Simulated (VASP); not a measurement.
```xyz
3
Lattice="0.0000 2.6025 2.6025 2.6025 0.0000 2.6025 2.6025 2.6025 0.0000" Properties=species:S:1:pos:R:3 pbc="T T T"
Ca     0.0000     0.0000     0.0000
F      1.3012     1.3012     1.3012
F      3.9037     3.9037     3.9037
```

Method: PBE GGA, VASP's PBE PAW potentials (set 64) (plane waves; VASP 6.6.1). Run with 620 eV cut-off, 7×7×7 Γ-centred mesh, Gaussian smearing of 0.050 eV, potentials Ca_sv F.

Task: Predict the energy per atom (σ→0), pressure.

Result: 
```yaml
energy per atom (σ→0): -5.657 eV/atom
pressure: 20.04 GPa
```

The absolute energy has meaning only against runs of the same code, potentials and settings.

The compound is CaF2 in the fluorite structure. It was relaxed first under an external pressure of 20 GPa.
